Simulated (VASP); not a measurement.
```yaml
crystal:
  lattice:
    - [4.73831, 0.00000, 0.00000]
    - [-2.36916, 4.10350, 0.00000]
    - [0.00000, 0.00000, 7.58236]
  atoms:
    - { symbol: Ca, position: [0.00000, 0.00000, 0.00000] }
    - { symbol: Mg, position: [0.66667, 0.33333, 0.37082] }
    - { symbol: Mg, position: [0.33333, 0.66667, 0.62918] }
    - { symbol: Bi, position: [0.33333, 0.66667, 0.23738] }
    - { symbol: Bi, position: [0.66667, 0.33333, 0.76262] }
```

Level of theory: PBEsol GGA, VASP's PBE PAW potentials (set 64) (plane waves; VASP). Numerical set-up: 400 eV cut-off, 6×6×4 Γ-centred mesh, tetrahedra with Blöchl corrections, potentials Ca_sv Mg Bi_d.

The cores are frozen, which limits the accuracy of field gradients.

Give the principal components of the electric field gradient (V/Å²) and the asymmetry η at each nucleus.

```
atom    Vxx    Vyy   Vzz     η
----  -----  -----  ----  ----
Ca1    -0.4   -0.4   0.7  0.00
Mg2     0.2    0.2  -0.5     -
Mg3     0.2    0.2  -0.5     -
Bi4   -25.4  -25.4  50.7  0.00
Bi5   -25.4  -25.4  50.7  0.00
```

The structure comes from a computed database's Bi2CaMg2 entry (P-3m1); how it stands against other phases isn't given here. It was relaxed first.
